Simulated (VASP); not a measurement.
Here is the system:

```
CELL_PARAMETERS angstrom
      0.00000     2.64886     2.64886
      2.64886     0.00000     2.64886
      2.64886     2.64886     0.00000
ATOMIC_POSITIONS crystal
  K  0.00000 0.00000 0.00000
  F  0.50000 0.50000 0.50000
```

Computed with SCAN meta-GGA, VASP's PBE PAW potentials (set 64) (plane waves; VASP). Numerical set-up: 520 eV cut-off, 10×10×10 Γ-centred mesh, tetrahedra with Blöchl corrections, potentials K_sv F.

Question: Estimate the energy per atom (σ→0), band gap (over mesh and band path) with the smallest direct gap where there is one.

Answer: 
```
Item                                                       Result
---------------------------------------------  ------------------
band gap (over mesh and band path)                        6.88 eV
smallest direct gap (over mesh and band path)             6.88 eV
energy per atom (σ→0)                          -853.6 kJ/mol-atom
```

Total energies compare only between runs with the same potentials, cut-off and functional.

The compound is KF in the rock salt structure. It was relaxed first.
